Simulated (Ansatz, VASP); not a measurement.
## Sb2Pt (Geversite) in two plane-wave programs

Wanted: the spread between two codes on one cell, functional and k mesh. The cell is taken from a series of VASP runs on this material, whose earlier steps may have relaxed, scaled or displaced it; both programs get it as it stands. Valence electrons are named where the data sets of a main pair hold unlike numbers.

Program: Ansatz 0.2.0. Level of theory: plane waves, with VASP 6.6.1 beside it; band structure at r2SCAN with D3(BJ), single point at r2SCAN with D3(BJ) and electric field gradients at r2SCAN with D3(BJ). Results are calculated unless marked as measured.

### 1. Starting point

It takes space group Pa-3 (No. 205, cubic). Conventional cell: a = 6.466 Å, b = 6.466 Å, c = 6.466 Å, α = 90.00°, β = 90.00°, γ = 90.00°. Pt has 6 Sb at 2.68 Å nearest. Nearest to Sb lie 3 Pt at 2.68 Å and 1 Sb at 2.79 Å. Farther neighbours are not listed.

Coordinates:

```xyz
12
Lattice="6.4662 0.0000 0.0000 0.0000 6.4662 0.0000 0.0000 0.0000 6.4662" Properties=species:S:1:pos:R:3 pbc="T T T"
Pt    0.0000    3.2331    3.2331
Pt    3.2331    3.2331    0.0000
Pt    3.2331    0.0000    3.2331
Pt    0.0000    0.0000    0.0000
Sb    2.4266    0.8065    5.6597
Sb    0.8065    5.6597    2.4266
Sb    5.6597    2.4266    0.8065
Sb    4.0396    4.0396    4.0396
Sb    4.0396    5.6597    0.8065
Sb    5.6597    0.8065    4.0396
Sb    0.8065    4.0396    5.6597
Sb    2.4266    2.4266    2.4266
```

### 2. VASP: band structure, r2SCAN with D3(BJ)

Levels along a path test the potential and the projectors away from the mesh points.

Lines of VASP's logs that name or quote its potential files are left out, and so is its time.

INCAR reads:

```
SYSTEM = Sb2Pt
PREC = Accurate
ENCUT = 400
EDIFF = 1E-06
NELM = 100
ISMEAR = 0
SIGMA = 0.05
LREAL = .FALSE.
ALGO = Normal
METAGGA = R2SCAN
IVDW = 12
VDW_S6 = 1
VDW_S8 = 0.78981345
VDW_A1 = 0.49484001
VDW_A2 = 5.73083694
LASPH = .TRUE.
NBANDS = 68
LORBIT = 11
LWAVE = .FALSE.
LCHARG = .FALSE.
KPAR = 4
```

POSCAR reads:

```
Sb2Pt
1.0
    6.4662014977      0.0000000000      0.0000000000
    0.0000000000      6.4662014977      0.0000000000
    0.0000000000      0.0000000000      6.4662014977
Pt Sb
4 8
Direct
    0.0000000000      0.5000000000      0.5000000000
    0.5000000000      0.5000000000      0.0000000000
    0.5000000000      0.0000000000      0.5000000000
    0.0000000000      0.0000000000      0.0000000000
    0.3752714340      0.1247285660      0.8752714340
    0.1247285660      0.8752714340      0.3752714340
    0.8752714340      0.3752714340      0.1247285660
    0.6247285660      0.6247285660      0.6247285660
    0.6247285660      0.8752714340      0.1247285660
    0.8752714340      0.1247285660      0.6247285660
    0.1247285660      0.6247285660      0.8752714340
    0.3752714340      0.3752714340      0.3752714340
```

KPOINTS reads:

```
Automatic mesh
0
Gamma
4 4 4
0 0 0
```

KPOINTS_OPT reads:

```
Line mode
12
Line-mode
Reciprocal
  0.00000000   0.00000000   0.00000000 GAMMA
  0.00000000   0.50000000   0.00000000 X

  0.00000000   0.50000000   0.00000000 X
  0.50000000   0.50000000   0.00000000 M

  0.50000000   0.50000000   0.00000000 M
  0.00000000   0.00000000   0.00000000 GAMMA

  0.00000000   0.00000000   0.00000000 GAMMA
  0.50000000   0.50000000   0.50000000 R

  0.50000000   0.50000000   0.50000000 R
  0.00000000   0.50000000   0.00000000 X

  0.50000000   0.50000000   0.00000000 M
  0.50000000   0.50000000   0.50000000 R
```

PAW data sets: Pt and Sb (PBE family, release 64).

Command:

```console
$ mpirun -np 4 vasp_std
```

Numbers of over 12 decimals in the logs are rounded to 6 here.

What it wrote:

```text
[banner, memory and clock lines left out]
running    4 mpi-ranks, on    1 nodes
 distrk:  each k-point on    1 cores,    4 groups
 distr:  one band on    1 cores,    1 groups

 POSCAR found type information on POSCAR PtSb
 POSCAR found :  2 types and      12 ions
|                                                                             |
|               ----> ADVICE to this user running VASP <----                  |
|                                                                             |
|     You enforced a specific xc type in the INCAR file but a different       |
|     [... a line on the potential file left out ...]
|     I HOPE YOU KNOW WHAT YOU ARE DOING!                                     |
|                                                                             |

 LDA part: xc-table for (None), standard interpolation
 POSCAR, INCAR and KPOINTS ok, starting setup
 FFT: planning ... GRIDC
 FFT: planning ... GRID_SOFT
 FFT: planning ... GRID
 WAVECAR not read
 entering main loop
       N       E                     dE             d eps       ncg     rms          rms(c)
DAV:   1     0.114323315234E+02    0.11432E+02   -0.26729E+04  1496   0.844E+02
DAV:   2    -0.412985034563E+03   -0.42442E+03   -0.39299E+03  1736   0.186E+02
DAV:   3    -0.435674708726E+03   -0.22690E+02   -0.22171E+02  1776   0.456E+01
DAV:   4    -0.435925849759E+03   -0.25114E+00   -0.25075E+00  1696   0.537E+00
DAV:   5    -0.435929822709E+03   -0.39729E-02   -0.39728E-02  1680   0.715E-01    0.170E+01
DAV:   6    -0.418605307742E+03    0.17325E+02   -0.11105E+01  1596   0.166E+01    0.841E+00
DAV:   7    -0.418038207813E+03    0.56710E+00   -0.14650E+00  1572   0.676E+00    0.544E+00
DAV:   8    -0.418108023402E+03   -0.69816E-01   -0.25683E-01  1620   0.155E+00    0.180E+00
DAV:   9    -0.418081740562E+03    0.26283E-01   -0.92769E-02  1572   0.165E+00    0.311E-01
DAV:  10    -0.418084462453E+03   -0.27219E-02   -0.85890E-03  1660   0.306E-01    0.184E-01
DAV:  11    -0.418084739091E+03   -0.27664E-03   -0.42689E-04  1688   0.102E-01    0.109E-01
DAV:  12    -0.418084540669E+03    0.19842E-03   -0.34620E-04  1596   0.103E-01    0.186E-02
DAV:  13    -0.418084545910E+03   -0.52410E-05   -0.26711E-05  1600   0.212E-02    0.922E-03
DAV:  14    -0.418084545287E+03    0.62346E-06   -0.14043E-06  1032   0.690E-03
   1 F= -.42142470E+03 E0= -.42142237E+03  d E =-.466319E-02
 Start KPOINTS_OPT (optional k-point list driver)
k-point batch [1-11\72]
       N       E                     dE             ncg
DAV:   1     0.850946433486E+04    0.33314E+04     1496
DAV:   2     0.375223688163E+04   -0.47572E+04     1744
DAV:   3     0.351098462906E+04   -0.24125E+03     1816
DAV:   4     0.350826265990E+04   -0.27220E+01     1688
DAV:   5     0.350820915995E+04   -0.53500E-01     1692
DAV:   6     0.350820734783E+04   -0.18121E-02     1692
DAV:   7     0.350820727515E+04   -0.72673E-04     1736
DAV:   8     0.350820727220E+04   -0.29521E-05     1332
DAV:   9     0.350820727195E+04   -0.25539E-06     1060
[...]
k-point batch [67-72\72]
       N       E                     dE             ncg
DAV:   1     0.122965161561E+05   -0.49621E+04      816
DAV:   2     0.971114359419E+04   -0.25854E+04      932
DAV:   3     0.957333285900E+04   -0.13781E+03      956
DAV:   4     0.957168302677E+04   -0.16498E+01      940
DAV:   5     0.957165265685E+04   -0.30370E-01      936
DAV:   6     0.957165166246E+04   -0.99439E-03      924
DAV:   7     0.957165162318E+04   -0.39282E-04      944
DAV:   8     0.957165162159E+04   -0.15910E-05      756
DAV:   9     0.957165162146E+04   -0.12694E-06      624
```

From OUTCAR (step 2):

```text
ion  position               nearest neighbor table
   1  0.000  0.500  0.500-   6 2.68   7 2.68   8 2.68  10 2.68  11 2.68  12 2.68
   2  0.500  0.500  0.000-   5 2.68   7 2.68   8 2.68   9 2.68  11 2.68  12 2.68
   3  0.500  0.000  0.500-   5 2.68   6 2.68   8 2.68   9 2.68  10 2.68  12 2.68
   4  0.000  0.000  0.000-   5 2.68   6 2.68   7 2.68   9 2.68  10 2.68  11 2.68
   5  0.375  0.125  0.875-   2 2.68   3 2.68   4 2.68   9 2.79  10 3.62  11 3.62  12 3.62  12 3.62
                            11 3.62  10 3.62
   6  0.125  0.875  0.375-   1 2.68   3 2.68   4 2.68  10 2.79   9 3.62  11 3.62  12 3.62  11 3.62
                            12 3.62   9 3.62
   7  0.875  0.375  0.125-   1 2.68   2 2.68   4 2.68  11 2.79  10 3.62   9 3.62  12 3.62  10 3.62
                             9 3.62  12 3.62
   8  0.625  0.625  0.625-   1 2.68   2 2.68   3 2.68  12 2.79  10 3.62  11 3.62   9 3.62   9 3.62
                            10 3.62  11 3.62
   9  0.625  0.875  0.125-   2 2.68   3 2.68   4 2.68   5 2.79   6 3.62   7 3.62   8 3.62   8 3.62
                             7 3.62   6 3.62
  10  0.875  0.125  0.625-   1 2.68   3 2.68   4 2.68   6 2.79   5 3.62   7 3.62   8 3.62   7 3.62
                             8 3.62   5 3.62
  11  0.125  0.625  0.875-   1 2.68   2 2.68   4 2.68   7 2.79   6 3.62   5 3.62   8 3.62   6 3.62
                             5 3.62   8 3.62
  12  0.375  0.375  0.375-   1 2.68   2 2.68   3 2.68   8 2.79   6 3.62   7 3.62   5 3.62   5 3.62
                             6 3.62   7 3.62

  LATTYP: Found a simple cubic cell.
 ALAT       =     6.4662014977

 Subroutine GETGRP returns: Found 24 space group operations
 (whereof  6 operations were pure point group operations)

The static configuration has the point symmetry S_6 .
 The point group associated with its full space group is T_h .

 Found     11 irreducible k-points:

   k-points           NKPTS =     11   k-points in BZ     NKDIM =     11   number of bands    NBANDS=     68

   dimension x,y,z NGX =    42 NGY =   42 NGZ =   42
   dimension x,y,z NGXF=    84 NGYF=   84 NGZF=   84

   ENCUT  =  400.0 eV  29.40 Ry    5.42 a.u.  10.54 10.54 10.54*2*pi/ulx,y,z

   NELECT =      80.0000    total number of electrons

 k-points in reciprocal lattice and weights: Automatic mesh
   0.00000000  0.00000000  0.00000000       0.016
   0.25000000  0.00000000  0.00000000       0.094
   0.50000000  0.00000000  0.00000000       0.047
   0.25000000  0.25000000  0.00000000       0.188
   0.50000000  0.25000000  0.00000000       0.094
  -0.25000000  0.50000000  0.00000000       0.094
   0.50000000  0.50000000  0.00000000       0.047
   0.25000000  0.25000000  0.25000000       0.125
   0.50000000  0.25000000  0.25000000       0.188
   0.50000000  0.50000000  0.25000000       0.094
   0.50000000  0.50000000  0.50000000       0.016

 average (electrostatic) potential at core
       1 -70.9386       2 -70.9386       3 -70.9386       4 -70.9386       5 -88.8306
       6 -88.8306       7 -88.8306       8 -88.8306       9 -88.8306      10 -88.8306
      11 -88.8306      12 -88.8306

 E-fermi :   9.1195

 k-point     1 :       0.0000    0.0000    0.0000
  band No.  band energies     occupation
    ...
     39       8.5201      2.00000
     40       8.5201      2.00000
     41       9.1421      0.52367
     42       9.1421      0.52366
     43       9.1421      0.52366
     44      10.1851      0.00000
     45      12.5577      0.00000
     46      12.5577      0.00000
     47      12.5577      0.00000
     48      13.7618      0.00000
    ...

 k-point     2 :       0.2500    0.0000    0.0000
  band No.  band energies     occupation
    ...
     36       7.0550      2.00000
     37       7.4202      2.00000
     38       8.0820      2.00000
     39       8.1916      2.00000
     40       9.0993      1.43279
     41       9.4084      0.00000
     42       9.4448      0.00000
     43       9.5416      0.00000
     44      10.5017      0.00000
     45      11.9109      0.00000
    ...

 k-point     3 :       0.5000    0.0000    0.0000
  band No.  band energies     occupation
    ...
     36       7.1366      2.00000
     37       7.5488      2.00000
     38       7.5488      2.00000
     39       8.3426      2.00000
     40       8.3426      2.00000
     41       9.9645      0.00000
     42       9.9645      0.00000
     43      10.7430      0.00000
     44      10.7430      0.00000
     45      11.5064      0.00000
    ...

 Edisp (eV)   -3.34016

  Total       0.02675     0.02675     0.02675     0.00000     0.00000    -0.00000
  in kB       0.15852     0.15852     0.15852     0.00000     0.00000    -0.00000
  external pressure =        0.16 kB  Pullay stress =        0.00 kB

  energy-cutoff  :      400.00
  volume of cell :      270.36
      direct lattice vectors                 reciprocal lattice vectors
     6.466201498  0.000000000  0.000000000     0.154650300  0.000000000  0.000000000
     0.000000000  6.466201498  0.000000000     0.000000000  0.154650300  0.000000000
     0.000000000  0.000000000  6.466201498     0.000000000  0.000000000  0.154650300

 POSITION                                       TOTAL-FORCE (eV/Angst)
 -----------------------------------------------------------------------------------
      0.00000      3.23310      3.23310         0.000000      0.000000      0.000000
      3.23310      3.23310      0.00000         0.000000      0.000000      0.000000
      3.23310      0.00000      3.23310         0.000000      0.000000      0.000000
      0.00000      0.00000      0.00000         0.000000      0.000000      0.000000
      2.42658      0.80652      5.65968         0.001515     -0.001515      0.001515
      0.80652      5.65968      2.42658        -0.001515      0.001515      0.001515
      5.65968      2.42658      0.80652         0.001515      0.001515     -0.001515
      4.03962      4.03962      4.03962        -0.001515     -0.001515     -0.001515
      4.03962      5.65968      0.80652        -0.001515      0.001515     -0.001515
      5.65968      0.80652      4.03962         0.001515     -0.001515     -0.001515
      0.80652      4.03962      5.65968        -0.001515     -0.001515      0.001515
      2.42658      2.42658      2.42658         0.001515      0.001515      0.001515
 -----------------------------------------------------------------------------------
    total drift:                                0.000000     -0.000000     -0.000000

  FREE ENERGIE OF THE ION-ELECTRON SYSTEM (eV)
  ---------------------------------------------------
  free  energy   TOTEN  =      -421.4247041400 eV

  energy  without entropy=     -421.4200409546  energy(sigma->0) =     -421.42237255

 total charge
# of ion       s       p       d       tot
------------------------------------------
    1        0.692   0.707   8.054   9.453
    2        0.692   0.707   8.054   9.453
    3        0.692   0.707   8.054   9.453
    4        0.692   0.707   8.054   9.453
    5        1.127   1.227   0.064   2.419
    6        1.127   1.227   0.064   2.419
    7        1.127   1.227   0.064   2.419
    8        1.127   1.227   0.064   2.419
    9        1.127   1.227   0.064   2.419
   10        1.127   1.227   0.064   2.419
   11        1.127   1.227   0.064   2.419
   12        1.127   1.227   0.064   2.419
--------------------------------------------------
tot         11.787  12.644  32.733  57.164

[... 3 further parts left out ...]
```

The run ends at a pressure of 0.02 GPa, with forces up to 0.0026 eV/Å.

(Part 1 of 3 ends here.)

[Lines on the potential files, build, host, timing and source positions are cut from VASP's logs without a mark.]

[Logs are printed without paths, hosts, clocks, repeated set-up lines and the standing remarks that a program may print on its own settings, such as how far it seeks lower states.]

[Hosts, paths, dates, database ids (printed as entryN), source tags and the programs' standing remarks are cut or masked in the printed files.]
